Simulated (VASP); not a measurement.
Consider the following.

```
CELL_PARAMETERS angstrom
      0.00000     3.25168     3.25168
      3.25168     0.00000     3.25168
      3.25168     3.25168     0.00000
ATOMIC_POSITIONS crystal
  Te 0.50000 0.50000 0.50000
  Pb 0.00000 0.00000 0.00000
```

The numbers are results of revTPSS meta-GGA, VASP's PBE PAW potentials (set 64) (plane waves; VASP 6.6.1), not measurements. Numerical set-up: 520 eV cut-off, 6×6×6 Γ-centred mesh, Gaussian smearing of 0.050 eV, potentials Te Pb_d.

Unless said otherwise, spin-orbit coupling is left out, though it shifts the bands of the heavy elements here.

What does the run give for the energy per atom (σ→0), band gap (on the k-mesh) with the smallest direct gap where there is one?

```json
{
 "band gap (on the k-mesh)": "0.83 eV",
 "smallest direct gap (on the k-mesh)": "0.83 eV",
 "energy per atom (σ→0)": "27.824 eV/atom"
}
```

Only differences to runs with the same potentials and settings are physical.

The compound is PbTe in the rock salt structure. It was relaxed first. The start is the result of an earlier pass.
